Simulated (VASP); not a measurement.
An input for Ansatz (written as the equivalent of a VASP run, and not itself run):

Ansatz 0.2 input:
```yaml
crystal:
  lattice:
    - [3.4161386, 0.0000000, 0.0000000]
    - [-1.7080693, 2.9584635, 0.0000000]
    - [0.0000000, 0.0000000, 6.1492789]
  atoms:
    - { symbol: In, position: [0.0000000, 0.0000000, 0.0000000] }
    - { symbol: In, position: [0.0000000, 0.0000000, 0.5000000] }
    - { symbol: P, position: [0.3333330, 0.6666670, 0.2500000] }
    - { symbol: P, position: [0.6666670, 0.3333330, 0.7500000] }
kpoints:
  mp_grid: { grid: [10, 10, 5] }
hamiltonian:
  xc: pbesol
  pseudopotentials: { kind: paw }
scf:
  occupations: { method: methfessel_paxton, width: 0.1 }
  max_iter: 100
relax:
  max_steps: 40
  f_tol: 0.02
  cell: { p_target: 45 }
output: { forces: true, stress: true, eigenvalues: true }
```

**Question.** Write the VASP files for the same calculation (PBEsol).

**Answer.** This is not unique; one that fits is 
### KPOINTS
```
Automatic mesh
0
Gamma
10 10 5
0 0 0
```

### POSCAR
```
InP
1.0
  3.4161386387   0.0000000003   0.0000000000
 -1.7080693189   2.9584634513   0.0000000000
  0.0000000000   0.0000000000   6.1492788882
In P
2 2
Cartesian
  0.0000000000   0.0000000000   0.0000000000
  0.0000000000   0.0000000000   3.0746394441
 -0.0000017078   1.9723099538   1.5373197220
  1.7080710276   0.9861534978   4.6119591661
```

### INCAR
```
LMAXMIX = 4
ALGO = Normal
PREC = Accurate
LCHARG = .False.
LREAL = .False.   ! projection in real space or not
ISIF = 3   ! ions, shape and volume
GGA = PS   ! PBEsol
ISMEAR = 1
NELM = 100   ! most electronic steps
IBRION = 2   ! conjugate gradients
LASPH = .True.   ! aspherical one-centre terms
LWAVE = .False.
EDIFFG = -0.02
EDIFF = 1E-6
SYSTEM = InP
ENCUT = 500
NSW = 40   ! most ionic steps
SIGMA = 0.1   ! width (eV)
PSTRESS = 450   ! kbar
```

POTCAR, in this order: In_d P (PBE.64 set). Program: vasp_std.

Limits of the translation: each code has its own PAW files, so the cut-off isn't converted (ENCUT is set for VASP's; basis.ecutwfc is left out, and Ansatz then takes the one that its files recommend); Ansatz stops its SCF on the density residual and VASP on the energy change (EDIFF).

The structure was generated: InP was put into the NiAs type type (P6_3/mmc), which need not be its known phase. It was relaxed first under an external pressure of 45 GPa.
